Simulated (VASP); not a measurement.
Crystal: C.

```
C
1.0
     2.46100    0.00000    0.00000
    -1.23050    2.13129    0.00000
     0.00000    0.00000    6.17136
C
4
Cartesian
  0.0000 0.0000 1.5428
  0.0000 1.4209 1.5428
  0.0000 0.0000 4.6285
  1.2305 0.7104 4.6285
```

The cell was built by a generator and needn't be a form met in nature.

Base run:

* Program: VASP 6.6.1
* Functional: SCAN
* Dispersion: rVV10
* Potentials or basis: VASP PAW PBE potentials, release 64 (C)
* Cutoff: 520 eV
* k mesh: 16 × 16 × 4
* Occupations: fermi-dirac, width 0.05 eV
* Spin: no spin polarisation

Its results: band gap on the k mesh 0.30 eV, direct; pressure -1.7 GPa.

Problem. The run is repeated on the same cell with these changes: dispersion from rVV10 to none. What comes out?

Solution. Band gap on the k mesh 0.31 eV, direct; pressure -1.2 GPa.

Dispersion adds attraction, which lowers the pressure at fixed volume.

Caveats: the PAW data sets were made with another functional, which shifts forces and pressure a little.

A k mesh can miss the band edges.
